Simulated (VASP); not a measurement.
Here is the system:

```yaml
crystal:
  lattice:
    - [5.70330, 0.00000, 0.00000]
    - [0.00000, 5.70330, 0.00000]
    - [0.00000, 0.00000, 5.70330]
  atoms:
    - { symbol: Zn, position: [0.00000, 0.00000, 0.00000] }
    - { symbol: S, position: [0.23643, 0.23643, 0.23643] }
    - { symbol: S, position: [0.76357, 0.76357, 0.23643] }
    - { symbol: S, position: [0.76357, 0.23643, 0.76357] }
    - { symbol: S, position: [0.23643, 0.76357, 0.76357] }
    - { symbol: Cd, position: [0.50000, 0.50000, 0.00000] }
    - { symbol: Cd, position: [0.50000, 0.00000, 0.50000] }
    - { symbol: Cd, position: [0.00000, 0.50000, 0.50000] }
```

The numbers are results of PBEsol GGA, VASP's PBE PAW potentials (set 64) (plane waves; VASP 6.6.1), not measurements. Run with 400 eV cut-off, Gaussian smearing of 0.050 eV, potentials Zn S Cd.

### Question
What does the run give for the band gap (along the path) with the smallest direct gap where there is one?

### Answer

The band gap (along the path) is 1.21 eV. The smallest direct gap (along the path) is 1.21 eV.

Total energies compare only between runs with the same potentials, cut-off and functional.

The structure was generated: Cd3ZnS4 was put into an ordered model structure (P-43m), which need not be its known phase. It was relaxed first.
